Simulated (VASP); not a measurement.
Here is the system:

```
CELL_PARAMETERS angstrom
     -1.64192     1.64192     1.64192
      1.64192    -1.64192     1.64192
      1.64192     1.64192    -1.64192
ATOMIC_POSITIONS crystal
  Ta 0.00000 0.00000 0.00000
```

These are PBEsol GGA with spin-orbit coupling, VASP's PBE PAW potentials (set 64) (plane waves; VASP) values and carry that method's errors. Settings: 400 eV cut-off, 14×14×14 Γ-centred mesh, Gaussian smearing of 0.050 eV, potentials Ta_pv.

Predict the energy per atom (σ→0), band gap (over mesh and band path) with the smallest direct gap where there is one.

```
Item                                                                   Value
----------------------------------  ----------------------------------------
band gap (over mesh and band path)  none (metal, semimetal or under 0.01 eV)
energy per atom (σ→0)                                        -13.272 eV/atom
```

The absolute energy has meaning only against runs of the same code, potentials and settings.

The compound is Ta in the bcc structure. It was relaxed first.
